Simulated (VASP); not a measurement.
Consider the following.

```xyz
6
Lattice="4.1836 0.0000 0.0000 0.0000 4.1836 0.0000 0.0000 0.0000 2.6722" Properties=species:S:1:pos:R:3 pbc="T T T"
Si     2.0918     2.0918     1.3361
Si     0.0000     4.1836     0.0000
O      2.9037     2.9037     0.0000
O      1.2800     1.2800     0.0000
O      3.3718     0.8118     1.3361
O      0.8118     3.3718     1.3361
```

These are r2SCAN meta-GGA, VASP's PBE PAW potentials (set 64) (plane waves; VASP) values and carry that method's errors. Settings: 520 eV cut-off, 7×7×10 Γ-centred mesh, Gaussian smearing of 0.010 eV, potentials Si O.

Q: Give the direction-averaged independent-particle dielectric function (no local fields, no excitons; a broadening of 0.1 eV leaves a tail below the gap, and fine structure carries the noise of the k-mesh).

A: 
```
ħω (eV)     ε₁    ε₂
-------  -----  ----
0.00      3.20  0.00
0.50      3.20  0.00
1.10      3.21  0.00
1.70      3.23  0.00
2.30      3.25  0.01
2.90      3.29  0.01
3.50      3.33  0.01
4.10      3.39  0.01
4.70      3.46  0.01
5.30      3.55  0.02
5.90      3.66  0.02
6.50      3.81  0.03
7.10      4.02  0.06
7.70      4.26  0.23
8.30      4.42  0.43
8.90      4.60  0.46
9.40      4.85  0.65
10.00     5.43  1.28
10.60     5.43  1.61
11.20     4.97  2.13
11.80     5.50  2.16
12.40     6.29  3.27
13.00     5.78  4.69
13.60     3.62  5.95
14.20     2.64  5.08
14.80     2.67  4.63
15.40     1.69  4.57
16.00     1.42  4.67
16.60     1.07  4.58
17.20     0.21  4.99
17.80    -0.56  3.88
18.40    -0.42  3.70
```
ε₂ peaks at 13.4 eV (height 6.0), 15.1 eV (height 5.5); ε₁(0) averages 3.20, so the electronic refractive index below the gap tends to √3.20 = 1.79.

The structure comes from a computed database's SiO2 entry (P4_2/mnm); how it stands against other phases isn't given here. It was relaxed first.
